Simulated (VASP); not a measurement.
These are PBE GGA, VASP's PBE PAW potentials (set 64) (plane waves; VASP 6.6.1) values and carry that method's errors.

A VASP calculation is set up with these files.

### INCAR
```
EDIFF = 1E-6   # SCF stop (eV)
NELM = 100
PREC = Accurate
KSPACING = 0.16
ISIF = 2
LCHARG = .False.
LASPH = .True.
SYSTEM = Hf
ENCUT = 400
LWAVE = .False.
ISMEAR = 1   # Methfessel-Paxton
SIGMA = 0.1
LMAXMIX = 6   # l cut-off of mixed one-centre charges
LREAL = .False.   # projection in real space or not
GGA = PE   # PBE
KGAMMA = .True.
ALGO = Normal   # blocked Davidson
```

### POSCAR
```
Hf
1
    1.5938310000    -2.7544560000     0.0000000000
    1.5938310000     2.7544560000     0.0000000000
    0.0000000000     0.0000000000     5.0520990000
Hf
2
Direct
  0.3333330000   0.6666670000   0.2500000000
  0.6800790000   0.3467450000   0.7500000000
```

POTCAR, in this order: Hf_pv (PBE.64 set). Program: vasp_std.

Gaps are read on the run's mesh, which can miss a band edge. Unless said otherwise, spin-orbit coupling is left out, though it shifts the bands of the heavy elements here.

What does the run give for the energy per atom (σ→0), pressure, largest force, band gap (on the k-mesh)?

```
Property                                                    Result
------------------------  ----------------------------------------
energy per atom (σ→0)                               -9.922 eV/atom
band gap (on the k-mesh)  none (metal, semimetal or under 0.01 eV)
pressure                                                  1.25 GPa
largest force                                           0.092 eV/Å
```

File OSZICAR:
```
...
DAV:   6    -0.200347744223E+02    0.51495E+00   -0.49315E-01 16738   0.544E+00    0.388E+01
DAV:   7    -0.198538578200E+02    0.18092E+00   -0.83094E-01 16792   0.675E+00    0.202E+00
DAV:   8    -0.198442921754E+02    0.95656E-02   -0.55006E-02 17428   0.180E+00    0.193E-01
DAV:   9    -0.198443910361E+02   -0.98861E-04   -0.11480E-03 22078   0.269E-01    0.205E-01
DAV:  10    -0.198443787014E+02    0.12335E-04   -0.58467E-05 17990   0.618E-02    0.287E-01
DAV:  11    -0.198443809689E+02   -0.22675E-05   -0.75328E-06 20062   0.226E-02    0.155E-02
DAV:  12    -0.198443812781E+02   -0.30914E-06   -0.54022E-07 12026   0.612E-03
   1 F= -.19844381E+02 E0= -.19844407E+02  d E =0.767026E-04
```

The compound is Hf in the hcp structure. The cell was not relaxed at this level, atoms are displaced from their ideal sites. The run is one of a series of settings (KGAMMA = .TRUE., KSPACING = 0.16, KPOINTS file removed against the base run), some of them coarse on purpose.
